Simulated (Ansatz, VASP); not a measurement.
# NiTe2 (Melonite) in two plane-wave programs

Aim: how closely do two programs agree when they are given the same cell, functional and k mesh?

Method: plane waves, with VASP 6.6.1 beside it; relaxation of cell and atoms at r2SCAN with rVV10, in Ansatz 0.2.0.

The database entry behind the starting cell differs from later determinations by our own check (c about 0.7 % long), so it need not match the best structure at ambient conditions.

## 1. The structure

The structure is trigonal, space group P-3m1 (No. 164). The conventional cell has a = 3.861 Å, b = 3.861 Å, c = 5.297 Å, α = 90.00°, β = 90.00°, γ = 120.00°. Nearest to Ni lie 6 Te at 2.59 Å. Te has 3 Ni at 2.59 Å nearest. Farther neighbours and most contacts between anions are not listed.

## 2. VASP: relaxation of cell and atoms, r2SCAN with rVV10

The relaxed volume is the usual yardstick between codes: its relative difference is about their pressure difference at one cell divided by the bulk modulus.

Lines of VASP's logs that name or quote its potential files are left out, and so is its time.

INCAR

```
SYSTEM = NiTe2
PREC = Accurate
ENCUT = 400
EDIFF = 1E-06
NELM = 100
ISMEAR = 0
SIGMA = 0.05
LREAL = .FALSE.
ALGO = Normal
METAGGA = R2SCAN
LUSE_VDW = .TRUE.
IVDW_NL = 2
BPARAM = 11.95
CPARAM = 0.0093
LASPH = .TRUE.
NBANDS = 18
ISPIN = 2
MAGMOM = 1 0 0
LMAXMIX = 4
LORBIT = 11
LWAVE = .FALSE.
LCHARG = .FALSE.
KPAR = 2
IBRION = 2
NSW = 60
ISIF = 3
EDIFFG = -0.01
```

POSCAR

```
NiTe2
1.0
    3.8610000000      0.0000000000      0.0000000000
   -1.9305000000      3.3437240840      0.0000000000
    0.0000000000      0.0000000000      5.2970000000
Ni Te
1 2
Direct
    0.0000000000      0.0000000000      0.0000000000
    0.3333333333      0.6666666667      0.2500000000
    0.6666666667      0.3333333333      0.7500000000
```

KPOINTS

```
Automatic mesh
0
Gamma
8 8 5
0 0 0
```

PAW data sets: Ni and Te (PBE family, release 64).

On the command line:

```console
mpirun -np 2 vasp_std
```

Numbers of over 12 decimals in the logs are rounded to 6 here.

Output:

```text
[banner, memory and clock lines left out]
running    2 mpi-ranks, on    1 nodes
 distrk:  each k-point on    1 cores,    2 groups
 distr:  one band on    1 cores,    1 groups

 POSCAR found type information on POSCAR NiTe
 POSCAR found :  2 types and       3 ions
|                                                                             |
|               ----> ADVICE to this user running VASP <----                  |
|                                                                             |
|     You have switched on vdW-DFT.                                           |
|     This routine was written and supplied by Jiri Klimes. We recommend      |
|     that you carefully read and cite the following publications:            |
|       J. Klimes, D.R. Bowler, A. Michelides                                 |
|          J. Phys.: Cond Matt. 22 022201 (2010)                              |
|       J. Klimes, D.R. Bowler, A. Michelides                                 |
|          Phys. Rev. B. 83, 195131 (2011)                                    |
|     and references therein.                                                 |
|                                                                             |

|                                                                             |
|               ----> ADVICE to this user running VASP <----                  |
|                                                                             |
|     You enforced a specific xc type in the INCAR file but a different       |
|     [... a line on the potential file left out ...]
|     I HOPE YOU KNOW WHAT YOU ARE DOING!                                     |
|                                                                             |

 LDA part: xc-table for (None), standard interpolation
 POSCAR, INCAR and KPOINTS ok, starting setup
 FFT: planning ... GRIDC
 FFT: planning ... GRID_SOFT
 FFT: planning ... GRID
 WAVECAR not read
 entering main loop
       N       E                     dE             d eps       ncg     rms          rms(c)
Total rVV10 correction in eV:      0.5422549    29.8114347
Total rVV10 correction in eV:      0.5422549    29.8114347
DAV:   1     0.496108515872E+02    0.49611E+02   -0.77147E+03  2896   0.918E+02
DAV:   2    -0.603078074039E+02   -0.10992E+03   -0.10513E+03  3066   0.211E+02
DAV:   3    -0.668865020379E+02   -0.65787E+01   -0.64711E+01  3620   0.591E+01
DAV:   4    -0.670098048414E+02   -0.12330E+00   -0.12319E+00  3556   0.798E+00
DAV:   5    -0.670129586302E+02   -0.31538E-02   -0.31536E-02  3720   0.132E+00    0.142E+01
Total rVV10 correction in eV:      0.5240268    29.8114369
Total rVV10 correction in eV:      0.5240268    29.8114369
DAV:   6    -0.682394591852E+02   -0.12265E+01   -0.40288E+01  3108   0.119E+02    0.229E+01
Total rVV10 correction in eV:      0.5314287    29.8114376
Total rVV10 correction in eV:      0.5314287    29.8114376
DAV:   7    -0.630750398664E+02    0.51644E+01   -0.77065E+00  3666   0.659E+01    0.697E+00
Total rVV10 correction in eV:      0.5328916    29.8114374
Total rVV10 correction in eV:      0.5328916    29.8114374
DAV:   8    -0.630475024367E+02    0.27537E-01   -0.31981E+00  3636   0.323E+01    0.523E+00
Total rVV10 correction in eV:      0.5320192    29.8114371
Total rVV10 correction in eV:      0.5320192    29.8114371
DAV:   9    -0.629175151357E+02    0.12999E+00   -0.63399E-01  3658   0.123E+01    0.155E+00
Total rVV10 correction in eV:      0.5330993    29.8114372
Total rVV10 correction in eV:      0.5330993    29.8114372
DAV:  10    -0.629184223680E+02   -0.90723E-03   -0.57176E-02  4084   0.327E+00    0.810E-01
Total rVV10 correction in eV:      0.5343708    29.8114372
Total rVV10 correction in eV:      0.5343708    29.8114372
DAV:  11    -0.629213053749E+02   -0.28830E-02   -0.92085E-03  4126   0.106E+00    0.359E-01
Total rVV10 correction in eV:      0.5353123    29.8114372
Total rVV10 correction in eV:      0.5353123    29.8114372
DAV:  12    -0.629224160926E+02   -0.11107E-02   -0.43257E-03  3922   0.948E-01    0.125E-01
Total rVV10 correction in eV:      0.5354627    29.8114372
Total rVV10 correction in eV:      0.5354627    29.8114372
DAV:  13    -0.629225997997E+02   -0.18371E-03   -0.83589E-04  4318   0.292E-01    0.666E-02
Total rVV10 correction in eV:      0.5355306    29.8114372
Total rVV10 correction in eV:      0.5355306    29.8114372
DAV:  14    -0.629226411549E+02   -0.41355E-04   -0.12608E-04  4320   0.121E-01    0.367E-02
Total rVV10 correction in eV:      0.5356332    29.8114372
Total rVV10 correction in eV:      0.5356332    29.8114372
DAV:  15    -0.629226569353E+02   -0.15780E-04   -0.14891E-04  3860   0.155E-01    0.256E-02
[...]
Total rVV10 correction in eV:      0.5356024    29.8114372
Total rVV10 correction in eV:      0.5356024    29.8114372
Total rVV10 correction in eV:      0.5356238    29.8114372
Total rVV10 correction in eV:      0.5356238    29.8114372
   1 F= -.62922661E+02 E0= -.62921895E+02  d E =-.629227E+02  mag=     0.2660
[...]
2 F= -.62923564E+02 E0= -.62922834E+02  d E =-.903094E-03  mag=     0.2612
[...]
3 F= -.62926263E+02 E0= -.62925517E+02  d E =-.360189E-02  mag=     0.2631
[...]
4 F= -.62926838E+02 E0= -.62926134E+02  d E =-.575289E-03  mag=     0.2611
 trial-energy change:   -0.000575  1 .order   -0.000592   -0.000768   -0.000416
 step:   1.9790(harm=  1.9790)  dis= 0.00686  next Energy=   -62.927101 (dE=-0.838E-03)
 bond charge predicted
       N       E                     dE             d eps       ncg     rms          rms(c)
Total rVV10 correction in eV:      0.5322974    29.8114366
Total rVV10 correction in eV:      0.5322974    29.8114366
DAV:   1    -0.629278505808E+02   -0.10127E-02   -0.30033E-02  3164   0.159E+00    0.273E-01
Total rVV10 correction in eV:      0.5327805    29.8114367
Total rVV10 correction in eV:      0.5327805    29.8114367
DAV:   2    -0.629293906054E+02   -0.15400E-02   -0.14961E-02  3172   0.232E+00    0.465E-01
Total rVV10 correction in eV:      0.5326410    29.8114367
Total rVV10 correction in eV:      0.5326410    29.8114367
DAV:   3    -0.629270909161E+02    0.22997E-02   -0.82545E-03  3248   0.177E+00    0.957E-02
Total rVV10 correction in eV:      0.5328629    29.8114367
Total rVV10 correction in eV:      0.5328629    29.8114367
DAV:   4    -0.629270647032E+02    0.26213E-04   -0.46442E-04  3408   0.206E-01    0.418E-02
Total rVV10 correction in eV:      0.5328557    29.8114367
Total rVV10 correction in eV:      0.5328557    29.8114367
DAV:   5    -0.629270583334E+02    0.63698E-05   -0.37995E-05  3226   0.760E-02    0.186E-02
Total rVV10 correction in eV:      0.5328401    29.8114367
Total rVV10 correction in eV:      0.5328401    29.8114367
DAV:   6    -0.629270567856E+02    0.15478E-05   -0.47602E-06  3322   0.213E-02    0.853E-03
Total rVV10 correction in eV:      0.5328330    29.8114367
Total rVV10 correction in eV:      0.5328330    29.8114367
DAV:   7    -0.629270569598E+02   -0.17416E-06   -0.15595E-06  1804   0.123E-02
Total rVV10 correction in eV:      0.5328349    29.8114367
Total rVV10 correction in eV:      0.5328349    29.8114367
Total rVV10 correction in eV:      0.5328324    29.8114367
Total rVV10 correction in eV:      0.5328324    29.8114367
   5 F= -.62927057E+02 E0= -.62926430E+02  d E =-.794351E-03  mag=     0.2588
 curvature:  -1.05 expect dE=-0.110E-04 dE for cont linesearch -0.555E-06
 trial: gam= 0.01986 g(F)=  0.282E-07 g(S)=  0.105E-04 ort =-0.218E-04 (trialstep = 0.112E+01)
 search vector abs. value=  0.999E-05
 reached required accuracy - stopping structural energy minimisation
```

From OUTCAR (step 2):

```text
ion  position               nearest neighbor table
   1  0.000  0.000  0.000-   2 2.59   3 2.59   2 2.59   3 2.59   3 2.59   2 2.59
   2  0.333  0.667  0.250-   1 2.59   1 2.59   1 2.59   3 3.46   3 3.46   3 3.46   3 3.46   3 3.46
                             3 3.46
   3  0.667  0.333  0.750-   1 2.59   1 2.59   1 2.59   2 3.46   2 3.46   2 3.46   2 3.46   2 3.46
                             2 3.46

  LATTYP: Found a hexagonal cell.
 ALAT       =     3.8610000000
 C/A-ratio  =     1.3719243719

 Subroutine GETGRP returns: Found 12 space group operations
 (whereof 12 operations were pure point group operations)

The static configuration has the point symmetry D_3d.

 Found     40 irreducible k-points:

   k-points           NKPTS =     40   k-points in BZ     NKDIM =     40   number of bands    NBANDS=     18

   dimension x,y,z NGX =    28 NGY =   28 NGZ =   36
   dimension x,y,z NGXF=    56 NGYF=   56 NGZF=   72

   ENCUT  =  400.0 eV  29.40 Ry    5.42 a.u.   6.30  6.30  8.64*2*pi/ulx,y,z

   NELECT =      22.0000    total number of electrons

 k-points in reciprocal lattice and weights: Automatic mesh
   0.00000000  0.00000000  0.00000000       0.003
   0.12500000 -0.00000000  0.00000000       0.019
   0.25000000 -0.00000000  0.00000000       0.019
   0.37500000 -0.00000000  0.00000000       0.019
   0.50000000 -0.00000000  0.00000000       0.009
   0.12500000  0.12500000  0.00000000       0.019
   0.25000000  0.12500000  0.00000000       0.038
   0.37500000  0.12500000  0.00000000       0.038
   0.25000000  0.25000000  0.00000000       0.019
[...]
0.25000000  0.25000000  0.40000000       0.038
   0.37500000  0.25000000  0.40000000       0.038

 average (electrostatic) potential at core
       1 -88.8987       2 -91.7238       3 -91.7238

 E-fermi :   8.0917

 spin component 1
 k-point     1 :       0.0000    0.0000    0.0000
  band No.  band energies     occupation
    ...
      4       4.0947      1.00000
      5       4.0948      1.00000
      6       5.5653      1.00000
      7       5.5653      1.00000
      8       6.0891      1.00000
      9       8.3235      0.00000
     10       8.3235      0.00000
     11       8.8999      0.00000
     12       8.8999      0.00000
     13      10.5727      0.00000
    ...

 k-point     2 :       0.1250   -0.0000    0.0000
  band No.  band energies     occupation
    ...
      6       5.4385      1.00000
      7       5.4996      1.00000
      8       6.0080      1.00000
      9       6.9862      1.00000
     10       7.5274      1.00000
     11       8.5787      0.00000
     12       9.5121      0.00000
     13      10.3242      0.00000
     14      12.9889      0.00000
     15      14.0458      0.00000
    ...

 k-point     3 :       0.2500   -0.0000    0.0000
  band No.  band energies     occupation
    ...
      7       5.3321      1.00000
      8       5.7203      1.00000
      9       6.1973      1.00000
     10       6.6053      1.00000
     11       7.4388      1.00000
     12       9.5147      0.00000
     13       9.9387      0.00000
     14      12.3204      0.00000
     15      15.1782      0.00000
     16      15.2210      0.00000
    ...

 k-point     4 :       0.3750   -0.0000    0.0000
  band No.  band energies     occupation
    ...
      7       5.1161      1.00000
      8       5.3936      1.00000
      9       5.9507      1.00000
     10       5.9571      1.00000
     11       6.3918      1.00000
     12       8.4405      0.00000
     13      10.0697      0.00000
     14      11.7159      0.00000
     15      14.5736      0.00000
     16      14.6468      0.00000
    ...

 k-point     5 :       0.5000   -0.0000    0.0000
  band No.  band energies     occupation
    ...
      8       4.9399      1.00000
      9       5.7130      1.00000
     10       5.7688      1.00000
     11       6.0494      1.00000
     12       7.9614      0.99988
     13      10.0913      0.00000
     14      11.5352      0.00000
     15      14.3802      0.00000
     16      14.3940      0.00000
     17      14.6431      0.00000
    ...

 k-point     6 :       0.1250    0.1250    0.0000
  band No.  band energies     occupation
    ...
      6       4.9515      1.00000
      7       5.2950      1.00000
      8       5.8085      1.00000
      9       6.3371      1.00000
     10       6.4452      1.00000
     11       8.7517      0.00000
     12       8.9480      0.00000
     13       9.9165      0.00000
     14      13.3053      0.00000
     15      13.7741      0.00000
    ...

  Total        0.0038164      0.0038164      0.0249431     -0.0000000      0.0000000      0.0000000
  in kB        0.0902420      0.0902420      0.5898013     -0.0000000      0.0000000      0.0000000
  external PRESSURE =       0.2567618 kB  Pullay stress =       0.0000000 kB

  energy-cutoff  :      400.00
  volume of cell :       67.76
      direct lattice vectors                 reciprocal lattice vectors
     3.858112283 -0.000000000  0.000000000     0.259194115  0.149645792  0.000000000
    -1.929056142  3.341223248  0.000000000     0.000000000  0.299291584  0.000000000
     0.000000000  0.000000000  5.256237840     0.000000000  0.000000000  0.190250143

 POSITION                                       TOTAL-FORCE (eV/Angst)
 -----------------------------------------------------------------------------------
     -0.00000      0.00000      0.00000        -0.000000      0.000000      0.000000
     -0.00000      2.22748      1.30266        -0.000000     -0.000000     -0.000541
      1.92906      1.11374      3.95358         0.000000      0.000000      0.000541
 -----------------------------------------------------------------------------------
    total drift:                               -0.000000     -0.000000     -0.000000

  FREE ENERGIE OF THE ION-ELECTRON SYSTEM (eV)
  ---------------------------------------------------
  free  energy   TOTEN  =       -62.9270569598 eV

  energy  without entropy=      -62.9258036972  energy(sigma->0) =      -62.92643033

 reached required accuracy - stopping structural energy minimisation

 total charge
# of ion       s       p       d       tot
------------------------------------------
    1        0.449   0.529   8.382   9.360
    2        1.405   1.905   0.063   3.374
    3        1.405   1.905   0.063   3.374
--------------------------------------------------
tot          3.260   4.339   8.509  16.107

 magnetization (x)
# of ion       s       p       d       tot
------------------------------------------
    1       -0.000  -0.002   0.229   0.227
    2        0.006  -0.002   0.000   0.005
    3        0.006  -0.002   0.000   0.005
--------------------------------------------------
tot          0.012  -0.006   0.230   0.237

[... 6 further parts left out ...]
```

The k-mesh is coarse for a metal. The run keeps the 12 symmetry operations of its start, so it cannot find a distortion of lower symmetry.

(Part 1 of 2 ends here.)

[Lines on the potential files, build, host, timing and source positions are cut from VASP's logs without a mark.]

[Logs are printed without paths, hosts, clocks, repeated set-up lines and the standing remarks that a program may print on its own settings, such as how far it seeks lower states.]

[Hosts, paths, dates, database ids (printed as entryN), source tags and the programs' standing remarks are cut or masked in the printed files.]
